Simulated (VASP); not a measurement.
Given:

```xyz
3
Lattice="1.5224 0.8790 6.3110 -1.5224 0.8790 6.3110 0.0000 -1.7579 6.3110" Properties=species:S:1:pos:R:3 pbc="T T T"
Re     0.0000    -1.7579     6.3110
S      0.0000     0.0000     4.6681
S      0.0000     0.0000    14.2650
```

Level of theory: PBEsol GGA with spin-orbit coupling, VASP's PBE PAW potentials (set 64) (plane waves; VASP). Numerical set-up: 400 eV cut-off, 11×11×11 Γ-centred mesh, Gaussian smearing of 0.050 eV, potentials Re S.

**Question.** Estimate the energy per atom (σ→0), band gap (over mesh and band path) with the smallest direct gap where there is one.

**Answer.** 
| Property | Result |
|---|---|
| band gap (over mesh and band path) | none (metal, semimetal or under 0.01 eV) |
| energy per atom (σ→0) | -7.750 eV/atom |

The structure was generated: ReS2 was put into the CdCl2 type (R-3m), which need not be its known phase. It was relaxed first, which changed the volume by -23 %.
